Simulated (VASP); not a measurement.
```xyz
2
Lattice="3.2117 0.0000 0.0000 -1.6058 2.7814 0.0000 0.0000 0.0000 5.2055" Properties=species:S:1:pos:R:3 pbc="T T T"
Mg     0.0000     1.8543     1.3014
Mg     1.6058     0.9271     3.9041
```

Calculation: PBE GGA, VASP's PBE PAW potentials (set 64) (plane waves; VASP). Numerical set-up: 300 eV cut-off, 12×12×7 Γ-centred mesh, Gaussian smearing of 0.10 eV, potentials Mg.

Q: Predict the energy per atom (σ→0), band gap (on the k-mesh) with the smallest direct gap where there is one.

A: 
| Property | Value |
|---|---|
| band gap (on the k-mesh) | none (metal, semimetal or under 0.01 eV) |
| energy per atom (σ→0) | -1.505 eV/atom |

The structure comes from a computed database's Mg entry; how it stands against other phases isn't given here. The cell was not relaxed at this level.
